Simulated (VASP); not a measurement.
A run of VASP 6.6.1:

Contents of INCAR:

```
SYSTEM = Ti2Bi2O7
ALGO = Normal ; EDIFF = 1E-6
EDIFFG = -0.01 ; ENCUT = 600
GGA = PS ; IBRION = 2
ISIF = 3 ; ISMEAR = 0
KPAR = 4 ; LASPH = .TRUE.
LCHARG = .FALSE. ; LREAL = .FALSE.
LWAVE = .FALSE. ; NELM = 80
NSW = 90 ; PREC = Accurate
SIGMA = 0.03
```

The input KPOINTS:

```
k-points
0
G
  6 6 6
  0 0 0
```

File POSCAR:

```
Ti2Bi2O7
1.0
    0.0000000000      5.2065480000      5.2065480000
    5.2065480000      0.0000000000      5.2065480000
    5.2065480000      5.2065480000      0.0000000000
Ti Bi O
4 4 14
Direct
    0.1250000000      0.6250000000      0.6250000000
    0.6250000000      0.6250000000      0.1250000000
    0.6250000000      0.6250000000      0.6250000000
    0.6250000000      0.1250000000      0.6250000000
    0.1250000000      0.1250000000      0.1250000000
    0.6250000000      0.1250000000      0.1250000000
    0.1250000000      0.6250000000      0.1250000000
    0.1250000000      0.1250000000      0.6250000000
    0.6988200000      0.3011800000      0.3011800000
    0.3011800000      0.6988200000      0.3011800000
    0.0000000000      0.0000000000      0.0000000000
    0.5511800000      0.9488200000      0.9488200000
    0.3011800000      0.3011800000      0.6988200000
    0.3011800000      0.6988200000      0.6988200000
    0.6988200000      0.3011800000      0.6988200000
    0.9488200000      0.5511800000      0.9488200000
    0.9488200000      0.5511800000      0.5511800000
    0.6988200000      0.6988200000      0.3011800000
    0.5511800000      0.9488200000      0.5511800000
    0.5511800000      0.5511800000      0.9488200000
    0.9488200000      0.9488200000      0.5511800000
    0.2500000000      0.2500000000      0.2500000000
```

Potentials or basis: VASP PAW PBE potentials, release 64 (Ti_sv, Bi_d, O).

Run with:

```sh
$ cat potpaw_PBE.64/Ti_sv/POTCAR potpaw_PBE.64/Bi_d/POTCAR potpaw_PBE.64/O/POTCAR > POTCAR
$ mpirun -np 4 vasp_std > vasp.out
```

Hardware: 4 MPI ranks on AMD EPYC 7R43 64-Core Processor (Zen 3), on a shared host.

Task: How long does it take, and how much memory?

Result: Wall time 26 min on 4 MPI ranks on AMD EPYC 7R43 64-Core Processor (Zen 3), on a shared host, peak memory 0.86 GiB a rank. Counts: scf iterations 60, k points 16, ion steps 6.
